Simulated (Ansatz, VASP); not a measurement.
# Hf3Be in VASP and in Ansatz

```xyz
4
Lattice="-2.0637 2.0637 4.2942 2.0637 -2.0637 4.2942 2.0637 2.0637 -4.2942" Properties=species:S:1:pos:R:3 pbc="T T T"
Hf    0.0000    0.0000    4.2942
Hf    2.0637    0.0000    2.1471
Hf    0.0000    2.0637    2.1471
Be    0.0000    0.0000    0.0000
```

Change from the starting cell: volume scaled by 0.96.

Alike in both runs: task single point; functional PBE; k mesh 9 × 9 × 9; occupations fermi-dirac, width 0.05 eV; no spin polarisation.

```csv
,VASP,Ansatz
version,VASP 6.6.1,Ansatz 0.2.0
potentials or method,"VASP PAW PBE potentials, release 64 (Hf_pv, Be)",Ansatz PAW
plane-wave cutoff (eV),520,420
valence electrons in the cell,32,80
```

VASP gave:

- gap on the k mesh at the Fermi level (eV): none
- pressure (GPa): 4.2
- largest component of the traceless stress (GPa): 0.28

Task: Estimate Ansatz's values.

Result: gap on the k mesh at the Fermi level (eV): none; pressure (GPa): 4.5; largest component of the traceless stress (GPa): 0.26.

A gap of «none» marks a metal or a gap that the smearing closes. With one functional, cell and mesh, what is left measures potentials, basis and numerics. The two sets of potentials don't hold the same shells in valence.

Spin-orbit coupling is left out, which matters for the levels of Hf.
